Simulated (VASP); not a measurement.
Output of a VASP run:

### OSZICAR
```
...
DAV:   6    -0.234431375388E+02    0.50153E-04   -0.23665E-04  4322   0.128E-01    0.919E-03
DAV:   7    -0.234431358369E+02    0.17019E-05   -0.10073E-05  4187   0.357E-02    0.933E-03
DAV:   8    -0.234431355175E+02    0.31945E-06   -0.86177E-07  2101   0.131E-02
   2 F= -.23443136E+02 E0= -.23443177E+02  d E =0.475519E-01
       N       E                     dE             d eps       ncg     rms          rms(c)
DAV:   1    -0.237723906944E+02   -0.32925E+00   -0.68493E+00  3907   0.399E+01    0.799E+00
DAV:   2    -0.235379755125E+02    0.23442E+00   -0.62551E-01  3937   0.991E+00    0.165E+00
DAV:   3    -0.235030491437E+02    0.34926E-01   -0.66750E-02  4112   0.231E+00    0.513E-01
DAV:   4    -0.234970655853E+02    0.59836E-02   -0.17316E-02  4197   0.152E+00    0.587E-01
DAV:   5    -0.234971683428E+02   -0.10276E-03   -0.11851E-03  4296   0.407E-01    0.531E-02
DAV:   6    -0.234970895011E+02    0.78842E-04   -0.23571E-04  4262   0.119E-01    0.700E-03
DAV:   7    -0.234970898145E+02   -0.31339E-06   -0.13730E-05  4307   0.342E-02    0.113E-02
DAV:   8    -0.234970896344E+02    0.18004E-06   -0.65497E-07  1981   0.803E-03
   3 F= -.23497090E+02 E0= -.23497004E+02  d E =-.640223E-02
       N       E                     dE             d eps       ncg     rms          rms(c)
DAV:   1    -0.234971048615E+02   -0.15047E-04   -0.32115E-04  3892   0.267E-01    0.550E-02
DAV:   2    -0.234970936127E+02    0.11249E-04   -0.27358E-05  3942   0.678E-02    0.110E-02
DAV:   3    -0.234970920999E+02    0.15128E-05   -0.29252E-06  3622   0.160E-02    0.347E-03
DAV:   4    -0.234970919225E+02    0.17743E-06   -0.71552E-07  1911   0.998E-03
   4 F= -.23497092E+02 E0= -.23497007E+02  d E =-.640452E-02
       N       E                     dE             d eps       ncg     rms          rms(c)
DAV:   1    -0.234971026352E+02   -0.10535E-04   -0.33022E-04  3887   0.271E-01    0.567E-02
DAV:   2    -0.234970909506E+02    0.11685E-04   -0.27748E-05  3917   0.684E-02    0.116E-02
DAV:   3    -0.234970893331E+02    0.16175E-05   -0.31684E-06  3782   0.167E-02    0.349E-03
DAV:   4    -0.234970891543E+02    0.17878E-06   -0.71740E-07  1921   0.101E-02
   5 F= -.23497089E+02 E0= -.23497006E+02  d E =-.640175E-02
       N       E                     dE             d eps       ncg     rms          rms(c)
DAV:   1    -0.234972594650E+02   -0.17013E-03   -0.52734E-03  3877   0.962E-01    0.141E-01
DAV:   2    -0.234971195347E+02    0.13993E-03   -0.40677E-04  4002   0.233E-01    0.404E-02
DAV:   3    -0.234970890100E+02    0.30525E-04   -0.39047E-05  4147   0.584E-02    0.149E-02
DAV:   4    -0.234970828703E+02    0.61397E-05   -0.14423E-05  4272   0.394E-02    0.101E-02
DAV:   5    -0.234970827927E+02    0.77581E-07   -0.63830E-07  2046   0.841E-03
   6 F= -.23497083E+02 E0= -.23496988E+02  d E =0.636156E-05
       N       E                     dE             d eps       ncg     rms          rms(c)
DAV:   1    -0.234971551210E+02   -0.72251E-04   -0.16998E-03  3882   0.545E-01    0.803E-02
DAV:   2    -0.234971104666E+02    0.44654E-04   -0.13041E-04  4007   0.132E-01    0.230E-02
DAV:   3    -0.234971008229E+02    0.96437E-05   -0.12544E-05  4157   0.331E-02    0.849E-03
DAV:   4    -0.234970989438E+02    0.18792E-05   -0.46250E-06  4192   0.223E-02    0.568E-03
DAV:   5    -0.234970990017E+02   -0.57898E-07   -0.20673E-07  1911   0.479E-03
   7 F= -.23497099E+02 E0= -.23497011E+02  d E =-.984739E-05
```

**OUTCAR**
```
------------------------ aborting loop because EDIFF is reached ----------------------------------------
  FORCE on cell =-STRESS in cart. coord.  units (eV):
  Direction    XX          YY          ZZ          XY          YZ          ZX
  --------------------------------------------------------------------------------------
  Total       -0.0057450     -0.0057450     -0.0018586      0.0000000     -0.0000000     -0.0000000
  in kB       -0.4488391     -0.4488391     -0.1452104      0.0000000     -0.0000000     -0.0000000
  external PRESSURE =      -0.3476295 kB  Pullay stress =       0.0000000 kB
  volume of cell :       20.51
      direct lattice vectors                 reciprocal lattice vectors
     1.447860871 -2.507768665  0.000000000     0.345337049 -0.199380432  0.000000000
     1.447860871  2.507768665 -0.000000000     0.345337049  0.199380432  0.000000000
    -0.000000000  0.000000000  2.824002898    -0.000000000  0.000000000  0.354107285
 POSITION                                       TOTAL-FORCE (eV/Angst)
 -----------------------------------------------------------------------------------
      0.00000      0.00000      0.00000         0.000000     -0.000000     -0.000000
      1.44786      0.83592      1.41200        -0.000000      0.000000      0.000000
 -----------------------------------------------------------------------------------
    total drift:                               -0.000000     -0.000374     -0.000000
  FREE ENERGIE OF THE ION-ELECTRON SYSTEM (eV)
  ---------------------------------------------------
  free  energy   TOTEN  =       -23.4970990017 eV

  energy  without entropy=      -23.4968340109  energy(sigma->0) =      -23.49701067

 reached required accuracy - stopping structural energy minimisation
```
(Selected blocks of OUTCAR.)

**POSCAR**
```
WC
1
    1.4550000000    -2.5201340000     0.0000000000
    1.4550000000     2.5201340000     0.0000000000
    0.0000000000     0.0000000000     2.8400000000
W C
1 1
Direct
  0.0000000000   0.0000000000   0.0000000000
  0.3333330000   0.6666670000   0.5000000000
```

**Question.** Reconstruct the remaining input files.

**Answer.** Several could match; the one computed here: the input of the run itself, AM05 GGA, plane waves, VASP's PBE PAW potentials (set 64).

File KPOINTS:
```
Automatic mesh
0
Gamma
13 13 12
0 0 0
```

### INCAR
```
# general
SYSTEM =WC
PREC   =Accurate
ENCUT  =520   # plane-wave cut-off (eV)
LREAL  =F
LASPH  =T   # aspherical one-centre terms

# electronic loop
EDIFF  =1E-6   # SCF stop (eV)
NELM   =100   # most electronic steps
ALGO   =Normal
LMAXMIX=6

# smearing
ISMEAR =1
SIGMA  =0.1

# functional
GGA    =AM

# ions
IBRION =2
NSW    =60   # most ionic steps
ISIF   =3
EDIFFG =-0.01

# output
LWAVE  =F
LCHARG =F
```

POTCAR, in this order: W_sv C (PBE.64 set). Program: vasp_std.

The compound is WC in the wc structure. This run relaxes it. Symmetry was kept, so distortions that lower it aren't found.
